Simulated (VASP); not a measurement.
Computed with RPBE GGA, VASP's PBE PAW potentials (set 64) (plane waves; VASP 6.6.1).

VASP input:

### INCAR
```
ISPIN = 2   ! spin-polarised
MAGMOM = 1.5 -1.5
LMAXMIX = 4   ! l cut-off of mixed one-centre charges
SIGMA = 0.1   ! width (eV)
LREAL = F   ! projection in real space or not
ENCUT = 520   ! plane-wave cut-off (eV)
NELM = 100   ! most electronic steps
SYSTEM = Cr
ALGO = Normal   ! blocked Davidson
PREC = Accurate
GGA = RP   ! RPBE
LASPH = T
EDIFF = 1E-7   ! SCF stop (eV)
LORBIT = 10
ISIF = 2   ! forces and stress, cell fixed
LCHARG = F
ISMEAR = 1
LWAVE = F
```

KPOINTS:
```
Automatic
0
gamma
  13 13 13
```

**POSCAR**
```
Cr
1
    2.9612957077     0.0000000000     0.0000000000
    0.0000000000     2.9612957077     0.0000000000
    0.0000000000     0.0000000000     2.9612957077
Cr
2
Direct
  0.0000000000   0.0000000000   0.0000000000
  0.5000000000   0.5000000000   0.5000000000
```

POTCAR, in this order: Cr_pv (PBE.64 set). Program: vasp_std.

Task: What will the output report for the number of irreducible k-points (NKPTS), largest plane-wave count, number of space-group operations, FFT grid (NGX, NGY, NGZ)?

Result: 
```json
{
 "number of irreducible k-points (NKPTS)": "84",
 "largest_plane_wave_count": "739",
 "number_of_space_group_operations": "48",
 "FFT grid (NGX, NGY, NGZ)": "24 × 24 × 24"
}
```

The compound is Cr in the bcc, AFM order structure. This cell is one point of a volume scan, at 1.06 of the reference volume.
